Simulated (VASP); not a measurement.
Data:

```
CELL_PARAMETERS angstrom
      4.00824     0.00000     0.00000
      0.00000     4.00824     0.00000
      0.00000     0.00000     4.00824
ATOMIC_POSITIONS crystal
  K  0.00000 0.00000 0.00000
  Ta 0.50000 0.50000 0.50000
  O  0.50000 0.00000 0.50000
  O  0.00000 0.50000 0.50000
  O  0.50000 0.50000 0.00000
```

Level of theory: PBE GGA with D3 dispersion (Becke-Johnson damping), VASP's PBE PAW potentials (set 64) (plane waves; VASP). Numerical set-up: 520 eV cut-off, 6×6×6 Γ-centred mesh, Gaussian smearing of 0.050 eV, potentials K_sv Ta_pv O.

Unless said otherwise, spin-orbit coupling is left out, though it shifts the bands of the heavy elements here.

Predict the energy per atom (σ→0), band gap (on the k-mesh) with the smallest direct gap where there is one.

```
Property                                     Result
-----------------------------------  --------------
band gap (on the k-mesh)                    2.14 eV
smallest direct gap (on the k-mesh)         2.77 eV
energy per atom (σ→0)                -8.444 eV/atom
```

The compound is KTaO3 in the cubic perovskite structure. It was relaxed first.
